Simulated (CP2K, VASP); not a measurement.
An input for CP2K (PBEsol, GPW, DZVP-MOLOPT-SR-GTH basis, GTH-PBE potentials (GTH_POTENTIALS)):

```
&GLOBAL
  PROJECT bulk
  RUN_TYPE ENERGY_FORCE
  PRINT_LEVEL MEDIUM
&END GLOBAL
&FORCE_EVAL
  METHOD Quickstep
  STRESS_TENSOR ANALYTICAL
  &DFT
    BASIS_SET_FILE_NAME BASIS_MOLOPT
    POTENTIAL_FILE_NAME GTH_POTENTIALS
    &QS
      METHOD GPW
      EPS_DEFAULT 1E-10
    &END QS
    &MGRID
      CUTOFF 500
      REL_CUTOFF 50
      NGRIDS 5
    &END MGRID
    &SCF
      SCF_GUESS ATOMIC
      EPS_SCF 1E-7
      MAX_SCF 100
      ADDED_MOS 11
      &DIAGONALIZATION
        ALGORITHM STANDARD
      &END DIAGONALIZATION
      &MIXING
        METHOD BROYDEN_MIXING
        ALPHA 0.2
        NBUFFER 10
        BETA 1.5
      &END MIXING
      &SMEAR ON
        METHOD FERMI_DIRAC
        ELECTRONIC_TEMPERATURE [K] 1578.21
      &END SMEAR
    &END SCF
    &KPOINTS
      SCHEME MACDONALD 6 6 6 0.08333333333 0.08333333333 0.08333333333
    &END KPOINTS
    &XC
      &XC_FUNCTIONAL
        &PBE
          PARAMETRIZATION PBESOL
        &END PBE
      &END XC_FUNCTIONAL
    &END XC
    &PRINT
      &MO
        EIGENVALUES T
        OCCUPATION_NUMBERS T
        NDIGITS 8
        FILENAME mo
        &EACH
          QS_SCF 0
        &END EACH
        ADD_LAST NUMERIC
      &END MO
      &MULLIKEN ON
      &END MULLIKEN
    &END PRINT
  &END DFT
  &SUBSYS
    &CELL
      ABC 5.68686900 5.68686912 5.68686922
      ALPHA_BETA_GAMMA 106.01344825 106.01345199 116.63299298
      PERIODIC XYZ
    &END CELL
    &COORD
      SCALED
      Ba       0.00000000     0.00000000     0.00000000
      P        0.27381000     0.50000000     0.77381000
      P        0.72619000     0.50000000     0.22619000
      P        0.50000000     0.72619000     0.22619000
      P        0.50000000     0.27381000     0.77381000
      Pd       0.75000000     0.25000000     0.50000000
      Pd       0.25000000     0.75000000     0.50000000
    &END COORD
    &KIND Ba
      BASIS_SET DZVP-MOLOPT-SR-GTH
      POTENTIAL GTH-PBE-q10
    &END KIND
    &KIND P
      BASIS_SET DZVP-MOLOPT-SR-GTH
      POTENTIAL GTH-PBE-q5
    &END KIND
    &KIND Pd
      BASIS_SET DZVP-MOLOPT-SR-GTH
      POTENTIAL GTH-PBE-q18
    &END KIND
  &END SUBSYS
  &PRINT
    &FORCES ON
    &END FORCES
    &STRESS_TENSOR ON
    &END STRESS_TENSOR
  &END PRINT
&END FORCE_EVAL
```

Task: Translate it to VASP.

Result: One set of files that does it:

### KPOINTS
```
Automatic mesh
0
Gamma
6 6 6
0 0 0
```

**POSCAR**
```
Ba(P2Pd)2
3.421910
 -1.0000000000   1.0000000000   0.8728736291
  1.0000000000  -1.0000000000   0.8728736291
  1.0000000000   1.0000000000  -0.8728736291
Ba P Pd
1 4 2
Cart
  0.0000000000   0.0000000000   0.0000000000
  1.0000000000   0.5476200000  -0.0000000000
 -0.0000000000   0.4523800000   0.8728736291
  0.4523800000   0.0000000000   0.8728736291
  0.5476200000   1.0000000000  -0.0000000000
  0.0000000000   1.0000000000   0.4364368145
  1.0000000000   0.0000000000   0.4364368145
```

### INCAR
```
ALGO = Normal
EDIFF = 1E-6
ENCUT = 300
GGA = PS
ISIF = 2
ISMEAR = -1
LASPH = .True.
LCHARG = .False.
LMAXMIX = 4
LREAL = .False.
LWAVE = .False.
NELM = 100
PREC = Accurate
SIGMA = 0.136
SYSTEM = Ba(P2Pd)2
```

POTCAR, in this order: Ba_sv P Pd (PBE.64 set). Program: vasp_std.

Both are inputs of real runs that ended normally. What can't carry over is the choice of potentials or basis and its cut-off, and each code's defaults.

The structure comes from a computed database's BaPd2P4 entry (I4/mmm); how it stands against other phases isn't given here. The cell was not relaxed at this level, and it may have been scaled.
